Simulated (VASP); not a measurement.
# Cd (Cadmium): the relaxed cell at several levels of theory

Aim: relax Cd (Cadmium) at several levels of theory and compare the cells. The starting structure is a measured crystal structure from the Crystallography Open Database. The first relaxation on each setting starts from this cell expanded by 3 % in volume.

Main program and level: VASP 6.6.1; Kohn-Sham DFT with plane waves and PAW; PBEsol, LDA, PBE, PBEsol + D3(BJ), r2SCAN and r2SCAN + rVV10.

## 1. Starting point

It takes space group P6_3/mmc (No. 194, hexagonal). Conventional cell: a = 2.979 Å, b = 2.979 Å, c = 5.618 Å, α = 90.00°, β = 90.00°, γ = 120.00°. Nearest to Cd lie 12 Cd at 2.98 to 3.29 Å.

As a file:

```xyz
2
Lattice="2.9789 0.0000 0.0000 -1.4894 2.5798 0.0000 0.0000 0.0000 5.6177" Properties=species:S:1:pos:R:3 pbc="T T T"
Cd    1.4894    0.8599    4.2132
Cd    0.0000    1.7199    1.4044
```

## 2. Relaxation with PBEsol

PBEsol restores the gradient expansion of exchange and is tuned for the cells of solids. This run starts from the cell of an earlier relaxation, which isn't shown; the restart sets up the plane waves anew.

INCAR

```
SYSTEM = Cd
PREC = Accurate
ENCUT = 450
EDIFF = 1E-06
NELM = 100
ISMEAR = 1
SIGMA = 0.15
LREAL = .FALSE.
ALGO = Normal
GGA = PS
NBANDS = 18
LORBIT = 11
LWAVE = .FALSE.
LCHARG = .FALSE.
KPAR = 4
IBRION = 2
NSW = 50
ISIF = 3
EDIFFG = -0.006
```

POSCAR

```
Cd
1.0
    2.9502184519      0.0000000000      0.0000000000
   -1.4751092260      2.5549641261      0.0000000000
    0.0000000000      0.0000000000      5.6064392879
Cd
2
Direct
    0.6666666667      0.3333333333      0.7500000000
    0.3333333333      0.6666666667      0.2500000000
```

KPOINTS

```
Automatic mesh
0
Gamma
18 18 8
0 0 0
```

PAW data sets: Cd (PBE family, release 64).

Command:

```sh
mpirun -np 4 vasp_std
```

Output:

```text
[banner, memory and clock lines left out]
running    4 mpi-ranks, on    1 nodes
 distrk:  each k-point on    1 cores,    4 groups
 distr:  one band on    1 cores,    1 groups

 POSCAR found type information on POSCAR Cd
 POSCAR found :  1 types and       2 ions
|                                                                             |
|               ----> ADVICE to this user running VASP <----                  |
|                                                                             |
|     You enforced a specific xc type in the INCAR file but a different       |
|     [... a line on the potential file left out ...]
|     I HOPE YOU KNOW WHAT YOU ARE DOING!                                     |
|                                                                             |

 LDA part: xc-table for (Slater+PW92), standard interpolation
 POSCAR, INCAR and KPOINTS ok, starting setup
 FFT: planning ... GRIDC
 FFT: planning ... GRID_SOFT
 FFT: planning ... GRID
 WAVECAR not read
 entering main loop
       N       E                     dE             d eps       ncg     rms          rms(c)
DAV:   1     0.158963325457E+03    0.15896E+03   -0.12272E+04  6716   0.121E+03
DAV:   2     0.918788670121E+00   -0.15804E+03   -0.15374E+03  6838   0.329E+02
DAV:   3    -0.257941543391E+01   -0.34982E+01   -0.34917E+01  7700   0.570E+01
DAV:   4    -0.258484957296E+01   -0.54341E-02   -0.54337E-02  7236   0.203E+00
DAV:   5    -0.258486555829E+01   -0.15985E-04   -0.15985E-04  7296   0.110E-01    0.465E+00
DAV:   6    -0.241399703544E+01    0.17087E+00   -0.42593E-01  7106   0.819E+00    0.369E+00
DAV:   7    -0.240166524676E+01    0.12332E-01   -0.33952E-02  7240   0.175E+00    0.197E+00
DAV:   8    -0.239978085931E+01    0.18844E-02   -0.33943E-03  6918   0.760E-01    0.996E-02
DAV:   9    -0.239979452434E+01   -0.13665E-04   -0.28626E-05  7370   0.593E-02    0.443E-02
DAV:  10    -0.239981575701E+01   -0.21233E-04   -0.15520E-05  7074   0.435E-02    0.351E-03
DAV:  11    -0.239981566638E+01    0.90625E-07   -0.11596E-07  3692   0.339E-03
   1 F= -.23998157E+01 E0= -.23998406E+01  d E =-.239982E+01
 curvature:   0.00 expect dE= 0.000E+00 dE for cont linesearch  0.000E+00
 trial: gam= 0.00000 g(F)=  0.810E-49 g(S)=  0.130E-03 ort = 0.000E+00 (trialstep = 0.100E+01)
 search vector abs. value=  0.130E-03
 bond charge predicted
       N       E                     dE             d eps       ncg     rms          rms(c)
DAV:   1    -0.240274667083E+01   -0.29309E-02   -0.52827E-02  6894   0.284E+00    0.382E-01
DAV:   2    -0.240006047848E+01    0.26862E-02   -0.67405E-03  6914   0.109E+00    0.117E-01
DAV:   3    -0.239989332361E+01    0.16715E-03   -0.30455E-04  7354   0.195E-01    0.936E-02
DAV:   4    -0.239986148985E+01    0.31834E-04   -0.34326E-05  6966   0.439E-02    0.701E-03
DAV:   5    -0.239986163099E+01   -0.14113E-06   -0.87406E-07  4614   0.943E-03
   2 F= -.23998616E+01 E0= -.23998945E+01  d E =-.459646E-04
 trial-energy change:   -0.000046  1 .order   -0.000064   -0.000130    0.000002
 step:   0.9273(harm=  0.9822)  dis= 0.00000  next Energy=    -2.399862 (dE=-0.461E-04)
 reached required accuracy - stopping structural energy minimisation
```

Run time: 16 s. Hardware: 4 MPI ranks of AMD EPYC 9R45, shared host; peak memory 0.77 GiB.

The logs omit lines about the potential files and the build; timing stands in the text.

Parts of OUTCAR (step 2):

```text
ion  position               nearest neighbor table
   1  0.667  0.333  0.750-   2 3.28   2 3.28   2 3.28   2 3.28   2 3.28   2 3.28
   2  0.333  0.667  0.250-   1 3.28   1 3.28   1 3.28   1 3.28   1 3.28   1 3.28

  LATTYP: Found a hexagonal cell.
 ALAT       =     2.9502184519
 C/A-ratio  =     1.9003471707

 Subroutine GETGRP returns: Found 24 space group operations
 (whereof 12 operations were pure point group operations)

The static configuration has the point symmetry D_3d.
 The point group associated with its full space group is D_6h.

 Found    185 irreducible k-points:

   k-points           NKPTS =    185   k-points in BZ     NKDIM =    185   number of bands    NBANDS=     18

   dimension x,y,z NGX =    20 NGY =   20 NGZ =   40
   dimension x,y,z NGXF=    40 NGYF=   40 NGZF=   80

   ENCUT  =  450.0 eV  33.07 Ry    5.75 a.u.   5.10  5.10  9.70*2*pi/ulx,y,z

   NELECT =      24.0000    total number of electrons

 k-points in reciprocal lattice and weights: Automatic mesh
   0.00000000  0.00000000  0.00000000       0.000
   0.05555556  0.00000000  0.00000000       0.002
   0.11111111  0.00000000  0.00000000       0.002
   0.16666667 -0.00000000  0.00000000       0.002
   0.22222222  0.00000000  0.00000000       0.002
   0.27777778 -0.00000000  0.00000000       0.002
   0.33333333 -0.00000000  0.00000000       0.002
   0.38888889 -0.00000000  0.00000000       0.002
   0.44444444  0.00000000  0.00000000       0.002
[...]
0.33333333  0.27777778  0.50000000       0.005
   0.33333333  0.33333333  0.50000000       0.001

 average (electrostatic) potential at core
       1 -39.2204       2 -39.2204

 E-fermi :   3.0595

 k-point     1 :       0.0000    0.0000    0.0000
  band No.  band energies     occupation
    ...
      9      -5.7240      2.00000
     10      -5.4666      2.00000
     11      -5.4666      2.00000
     12      -0.2435      2.00000
     13      -0.1383      2.00000
     14      13.4435      0.00000
     15      17.5928      0.00000
     16      17.8960      0.00000
     17      18.2244      0.00000
     18      18.2244      0.00000

 k-point     2 :       0.0556    0.0000    0.0000
  band No.  band energies     occupation
    ...
      9      -5.7349      2.00000
     10      -5.5141      2.00000
     11      -5.4661      2.00000
     12      -0.1146      2.00000
     13      -0.0947      2.00000
     14      13.5493      0.00000
     15      16.5597      0.00000
     16      17.4944      0.00000
     17      17.5672      0.00000
     18      17.8847      0.00000

 k-point     3 :       0.1111    0.0000    0.0000
  band No.  band energies     occupation
    ...
      9      -5.7650      2.00000
     10      -5.6325      2.00000
     11      -5.4658      2.00000
     12       0.0414      2.00000
     13       0.2549      2.00000
     14      13.8581      0.00000
     15      14.4421      0.00000
     16      16.3441      0.00000
     17      17.1907      0.00000
     18      17.8007      0.00000

  Total        0.0046980      0.0046980     -0.0099271     -0.0000000     -0.0000000      0.0000000
  in kB        0.1786566      0.1786566     -0.3775120     -0.0000000     -0.0000000      0.0000000
  external PRESSURE =      -0.0067329 kB  Pullay stress =       0.0000000 kB

  energy-cutoff  :      450.00
  volume of cell :       42.13
      direct lattice vectors                 reciprocal lattice vectors
     2.946934789  0.000000000  0.000000000     0.339335639  0.195915523  0.000000000
    -1.473467394  2.552120390 -0.000000000    -0.000000000  0.391831045 -0.000000000
    -0.000000000  0.000000000  5.601865429    -0.000000000  0.000000000  0.178511964

 POSITION                                       TOTAL-FORCE (eV/Angst)
 -----------------------------------------------------------------------------------
      1.47347      0.85071      4.20140        -0.000000      0.000000      0.000000
     -0.00000      1.70141      1.40047         0.000000     -0.000000      0.000000
 -----------------------------------------------------------------------------------
    total drift:                               -0.000000      0.000000     -0.000000

  FREE ENERGIE OF THE ION-ELECTRON SYSTEM (eV)
  ---------------------------------------------------
  free  energy   TOTEN  =        -2.3998616310 eV

  energy  without entropy=       -2.3999601184  energy(sigma->0) =       -2.39989446

 reached required accuracy - stopping structural energy minimisation

 total charge
# of ion       s       p       d       tot
------------------------------------------
    1        0.525   0.327   9.478  10.330
    2        0.525   0.327   9.478  10.330
--------------------------------------------------
tot          1.051   0.653  18.957  20.661

[... 3 further parts left out ...]
```

CONTCAR:

```
Cd
   1.00000000000000
     2.9469347886275585    0.0000000000000642    0.0000000000000000
    -1.4734673943636680    2.5521203902884229   -0.0000000000000000
    -0.0000000000000000    0.0000000000000000    5.6018654292714807
  Cd
     2
Direct
     0.6666666667000030    0.3333333332999970    0.7500000000000000
     0.3333333332999970    0.6666666667000030    0.2500000000000000
```

The PAW data sets were made with PBE, which is usual practice but a small mismatch for other functionals. The run keeps the 24 symmetry operations of its start, so it cannot find a distortion of lower symmetry.

With PBEsol the relaxed cell holds 21.066 Å³ an atom, -2.41 % against the measured cell, with a = 2.947 Å and c = 5.602 Å.

## 3. Relaxation with LDA

LDA, the lowest rung, knows the local density alone. This run starts from the cell of an earlier relaxation, which isn't shown; the restart sets up the plane waves anew.

INCAR, as its differences from that of step 2:

```diff
@@ -9,3 +9,3 @@
 ALGO = Normal
-GGA = PS
+GGA = CA
 NBANDS = 18
```

POSCAR

```
Cd
1.0
    2.9059697805      0.0000000000      0.0000000000
   -1.4529848902      2.5166436526      0.0000000000
    0.0000000000      0.0000000000      5.5387118752
Cd
2
Direct
    0.6666666667      0.3333333333      0.7500000000
    0.3333333333      0.6666666667      0.2500000000
```

KPOINTS is that of step 2.

PAW data sets: Cd (LDA family, release 64).

Command:

```sh
mpirun -np 4 vasp_std
```

Output:

```text
[banner, memory and clock lines left out]
running    4 mpi-ranks, on    1 nodes
[...]
LDA part: xc-table for (Slater(with rela. corr.)+CA(PZ))
 , standard interpolation
 POSCAR, INCAR and KPOINTS ok, starting setup
[...]
entering main loop
       N       E                     dE             d eps       ncg     rms          rms(c)
DAV:   1     0.164344452558E+03    0.16434E+03   -0.12303E+04  6684   0.122E+03
DAV:   2     0.346979099796E+00   -0.16400E+03   -0.15884E+03  6826   0.336E+02
DAV:   3    -0.321004741527E+01   -0.35570E+01   -0.35510E+01  7688   0.576E+01
DAV:   4    -0.321612799210E+01   -0.60806E-02   -0.60800E-02  7352   0.217E+00
[...]
DAV:   9    -0.304166185471E+01   -0.88970E-05   -0.20156E-05  7420   0.514E-02    0.385E-02
DAV:  10    -0.304166816484E+01   -0.63101E-05   -0.59520E-06  7150   0.285E-02    0.294E-03
DAV:  11    -0.304166822713E+01   -0.62291E-07   -0.84427E-08  3590   0.294E-03
   1 F= -.30416682E+01 E0= -.30417104E+01  d E =-.304167E+01
[... from here on, the cycles between the ionic steps are left out ...]
   2 F= -.30417300E+01 E0= -.30417707E+01  d E =-.617999E-04
   3 F= -.30417476E+01 E0= -.30417888E+01  d E =-.793475E-04
   4 F= -.30417470E+01 E0= -.30417883E+01  d E =-.787617E-04
   5 F= -.30417473E+01 E0= -.30417886E+01  d E =-.790340E-04
   6 F= -.30417476E+01 E0= -.30417889E+01  d E =-.793802E-04
   7 F= -.30417476E+01 E0= -.30417889E+01  d E =-.793912E-04
   8 F= -.30417548E+01 E0= -.30417943E+01  d E =-.717658E-05
 trial-energy change:   -0.000007  1 .order   -0.000007   -0.000008   -0.000005
 step:   2.4011(harm=  2.4011)  dis= 0.00000  next Energy=    -3.041758 (dE=-0.105E-04)
 reached required accuracy - stopping structural energy minimisation
```

It took 38 s on 4 MPI ranks; peak memory 0.73 GiB; 2.5 min of CPU time.

OUTCAR, selected parts (step 3):

```text
  Total        0.0103916      0.0103916     -0.0063423      0.0000000      0.0000000     -0.0000000
  in kB        0.4122461      0.4122461     -0.2516061      0.0000000      0.0000000     -0.0000000
  external PRESSURE =       0.1909620 kB  Pullay stress =       0.0000000 kB

 POSITION                                       TOTAL-FORCE (eV/Angst)
 -----------------------------------------------------------------------------------
      1.45177      0.83818      4.14868        -0.000000     -0.000000      0.000000
     -0.00000      1.67636      1.38289         0.000000      0.000000      0.000000
 -----------------------------------------------------------------------------------
    total drift:                                0.000000     -0.000000      0.000000

  FREE ENERGIE OF THE ION-ELECTRON SYSTEM (eV)
  ---------------------------------------------------
  free  energy   TOTEN  =        -3.0417547949 eV

  energy  without entropy=       -3.0418733461  energy(sigma->0) =       -3.04179431

[... 2 parts as in an earlier step ...]

[... 2 further parts left out ...]
[key lines of the parts left out:]
E-fermi :   3.3290
```

With LDA the relaxed cell holds 20.193 Å³ an atom, -6.45 % against the measured cell, with a = 2.904 Å and c = 5.532 Å. That is -4.14 % from PBEsol.

## 4. Relaxation with PBE

PBE, the usual starting point, adds the gradient of the density. This run starts from the cell of an earlier relaxation, which isn't shown; the restart sets up the plane waves anew.

INCAR, as its differences from that of step 3:

```diff
@@ -9,3 +9,3 @@
 ALGO = Normal
-GGA = CA
+GGA = PE
 NBANDS = 18
```

POSCAR

```
Cd
1.0
    3.0340229009      0.0000000000      0.0000000000
   -1.5170114505      2.6275409079      0.0000000000
    0.0000000000      0.0000000000      5.7145281731
Cd
2
Direct
    0.6666666667      0.3333333333      0.7500000000
    0.3333333333      0.6666666667      0.2500000000
```

KPOINTS is that of step 3.

PAW data sets: Cd (PBE family, release 64).

Command:

```sh
mpirun -np 4 vasp_std
```

Output:

```text
[banner, memory and clock lines left out]
running    4 mpi-ranks, on    1 nodes
[...]
LDA part: xc-table for (Slater+PW92), standard interpolation
 POSCAR, INCAR and KPOINTS ok, starting setup
[...]
entering main loop
       N       E                     dE             d eps       ncg     rms          rms(c)
DAV:   1     0.159234091132E+03    0.15923E+03   -0.12219E+04  6660   0.119E+03
DAV:   2     0.205677747631E+01   -0.15718E+03   -0.15287E+03  6848   0.327E+02
DAV:   3    -0.157499003981E+01   -0.36318E+01   -0.36233E+01  7688   0.575E+01
DAV:   4    -0.158079240262E+01   -0.58024E-02   -0.58018E-02  7278   0.210E+00
[...]
DAV:   9    -0.149242178835E+01   -0.51451E-04   -0.26964E-05  7616   0.540E-02    0.325E-02
DAV:  10    -0.149246065001E+01   -0.38862E-04   -0.34749E-05  7096   0.599E-02    0.274E-03
DAV:  11    -0.149246055716E+01    0.92858E-07   -0.23710E-08  4082   0.136E-03
   1 F= -.14924606E+01 E0= -.14923887E+01  d E =-.149246E+01
[... from here on, the cycles between the ionic steps are left out ...]
   2 F= -.14924840E+01 E0= -.14924133E+01  d E =-.234482E-04
   3 F= -.14924784E+01 E0= -.14924087E+01  d E =-.178567E-04
   4 F= -.14924825E+01 E0= -.14924124E+01  d E =-.219301E-04
   5 F= -.14924840E+01 E0= -.14924136E+01  d E =-.234285E-04
   6 F= -.14924835E+01 E0= -.14924131E+01  d E =-.229908E-04
[...]
reached required accuracy - stopping structural energy minimisation
```

Elapsed: 43 s, on 4 MPI ranks; peak memory 0.87 GiB.

Parts of OUTCAR (step 4):

```text
  Total       -0.0064380     -0.0064380      0.0068924      0.0000000     -0.0000000      0.0000000
  in kB       -0.2259889     -0.2259889      0.2419391      0.0000000     -0.0000000      0.0000000
  external PRESSURE =      -0.0700129 kB  Pullay stress =       0.0000000 kB

 POSITION                                       TOTAL-FORCE (eV/Angst)
 -----------------------------------------------------------------------------------
      1.51778      0.87629      4.28968        -0.000000      0.000000     -0.000000
     -0.00000      1.75258      1.42989         0.000000     -0.000000      0.000000
 -----------------------------------------------------------------------------------
    total drift:                               -0.000000      0.000000      0.000000

  FREE ENERGIE OF THE ION-ELECTRON SYSTEM (eV)
  ---------------------------------------------------
  free  energy   TOTEN  =        -1.4924835479 eV

  energy  without entropy=       -1.4922722163  energy(sigma->0) =       -1.49241310

[... 2 parts as in an earlier step ...]

[... 2 further parts left out ...]
[key lines of the parts left out:]
E-fermi :   2.6785
```

With PBE the relaxed cell holds 22.821 Å³ an atom, +5.73 % against the measured cell, with a = 3.036 Å and c = 5.720 Å. That is +8.33 % from PBEsol.

## 5. Relaxation with PBEsol + D3(BJ)

D3 with Becke-Johnson damping keeps a finite attraction at short range. This run starts from the cell of an earlier relaxation, which isn't shown; the restart sets up the plane waves anew.

INCAR, as its differences from that of step 4:

```diff
@@ -9,3 +9,4 @@
 ALGO = Normal
-GGA = PE
+GGA = PS
+IVDW = 12
 NBANDS = 18
```

POSCAR

```
Cd
1.0
    2.9371219328      0.0000000000      0.0000000000
   -1.4685609664      2.5436222078      0.0000000000
    0.0000000000      0.0000000000      5.3186752453
Cd
2
Direct
    0.6666666667      0.3333333333      0.7500000000
    0.3333333333      0.6666666667      0.2500000000
```

KPOINTS is that of step 4.

Command:

```sh
mpirun -np 4 vasp_std
```

Output:

```text
[banner, memory and clock lines left out]
running    4 mpi-ranks, on    1 nodes
[...]
[... a notice as in an earlier step ...]

 LDA part: xc-table for (Slater+PW92), standard interpolation
 POSCAR, INCAR and KPOINTS ok, starting setup
[...]
entering main loop
       N       E                     dE             d eps       ncg     rms          rms(c)
DAV:   1     0.162135691884E+03    0.16214E+03   -0.12386E+04  6676   0.122E+03
DAV:   2     0.892610513974E+00   -0.16124E+03   -0.15650E+03  6860   0.334E+02
DAV:   3    -0.257111660169E+01   -0.34637E+01   -0.34572E+01  7556   0.570E+01
DAV:   4    -0.257657745831E+01   -0.54609E-02   -0.54604E-02  7380   0.205E+00
[...]
DAV:   9    -0.237271894308E+01   -0.10385E-04   -0.16568E-05  7588   0.479E-02    0.494E-02
DAV:  10    -0.237273838207E+01   -0.19439E-04   -0.12507E-05  7116   0.387E-02    0.378E-03
DAV:  11    -0.237273834867E+01    0.33395E-07   -0.16503E-07  3580   0.447E-03
   1 F= -.32769467E+01 E0= -.32770646E+01  d E =-.327695E+01
[...]
N       E                     dE             d eps       ncg     rms          rms(c)
DAV:   1    -0.237399786196E+01   -0.12595E-02   -0.88212E-02  6908   0.376E+00    0.491E-01
DAV:   2    -0.236941410761E+01    0.45838E-02   -0.11191E-02  6906   0.146E+00    0.154E-01
DAV:   3    -0.236912828981E+01    0.28582E-03   -0.51447E-04  7470   0.264E-01    0.123E-01
DAV:   4    -0.236907375320E+01    0.54537E-04   -0.58350E-05  6942   0.580E-02    0.957E-03
DAV:   5    -0.236907388635E+01   -0.13315E-06   -0.11286E-06  5490   0.103E-02
   2 F= -.32770159E+01 E0= -.32771377E+01  d E =-.691365E-04
 trial-energy change:   -0.000069  1 .order   -0.000104   -0.000220    0.000011
 step:   0.8101(harm=  0.9505)  dis= 0.00000  next Energy=    -3.277017 (dE=-0.705E-04)
 reached required accuracy - stopping structural energy minimisation
```

It took 16 s on 4 MPI ranks; peak memory 0.8 GiB; 62 s of CPU time.

Parts of OUTCAR (step 5):

```text
 Edisp (eV)   -0.90421

 Edisp (eV)   -0.90794

  Total       0.01117     0.01117    -0.01149     0.00000    -0.00000     0.00000
  in kB       0.45208     0.45208    -0.46514     0.00000    -0.00000     0.00000
  external pressure =        0.15 kB  Pullay stress =        0.00 kB

 POSITION                                       TOTAL-FORCE (eV/Angst)
 -----------------------------------------------------------------------------------
      1.46671      0.84680      3.98319         0.000000     -0.000000     -0.000000
     -0.00000      1.69361      1.32773        -0.000000      0.000000      0.000000
 -----------------------------------------------------------------------------------
    total drift:                                0.000000     -0.000000      0.000000

  FREE ENERGIE OF THE ION-ELECTRON SYSTEM (eV)
  ---------------------------------------------------
  free  energy   TOTEN  =        -3.2770158742 eV

  energy  without entropy=       -3.2773813140  energy(sigma->0) =       -3.27713769

[... 2 parts as in an earlier step ...]

[... 2 further parts left out ...]
[key lines of the parts left out:]
E-fermi :   3.6016
```

With PBEsol + D3(BJ) the relaxed cell holds 19.789 Å³ an atom, -8.32 % against the measured cell, with a = 2.933 Å and c = 5.311 Å. That is -6.06 % from PBEsol.

(Part 1 of 2 ends here.)

[Lines on the potential files, build, host, timing and source positions are cut from VASP's logs without a mark.]

[Logs are printed without paths, hosts, clocks, repeated set-up lines and the standing remarks that a program may print on its own settings, such as how far it seeks lower states.]

[Hosts, paths, dates, database ids (printed as entryN), source tags and the programs' standing remarks are cut or masked in the printed files.]
